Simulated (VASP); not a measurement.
A convergence study with VASP on C (diamond): one setting is varied, all else stays as given below, so the limit is that of these other settings.

```xyz
2
Lattice="0.0000 1.7835 1.7835 1.7835 0.0000 1.7835 1.7835 1.7835 0.0000" Properties=species:S:1:pos:R:3 pbc="T T T"
C      0.0000     0.0000     0.0000
C      0.8918     0.8918     0.8918
```

These are PBEsol GGA, VASP's PBE PAW potentials (set 64) (plane waves; VASP 6.6.1) values and carry that method's errors. The tightest run used: 700 eV cut-off, 18×18×18 Monkhorst-Pack mesh, Gaussian smearing of 0.050 eV, potentials C.

```json
[
 {"setting": "1×1×1 mesh", "E (eV/atom)": "5.4011", "pressure (GPa)": "325.74", "irreducible k-points": "1"},
 {"setting": "2×2×2 mesh", "E (eV/atom)": "-9.5866", "pressure (GPa)": "-4.93", "irreducible k-points": "2"},
 {"setting": "3×3×3 mesh", "E (eV/atom)": "-9.3331", "pressure (GPa)": "0.41", "irreducible k-points": "4"}
]
```

Question: These are the cheaper rows. Estimate the results at 18×18×18 mesh, and how far the last row shown lies from them.

Answer: 
| quantity | tightest run | last row shown is off by |
|---|---|---|
| E (eV/atom) | -9.6294 | 0.2963 |
| pressure (GPa) | -4.73 | 5.14 |

Left out are rungs that failed or repeat a setting and relaxations that didn't move; long series are thinned to 24 rows.

The compound is C in the diamond structure. The cell was not relaxed at this level.
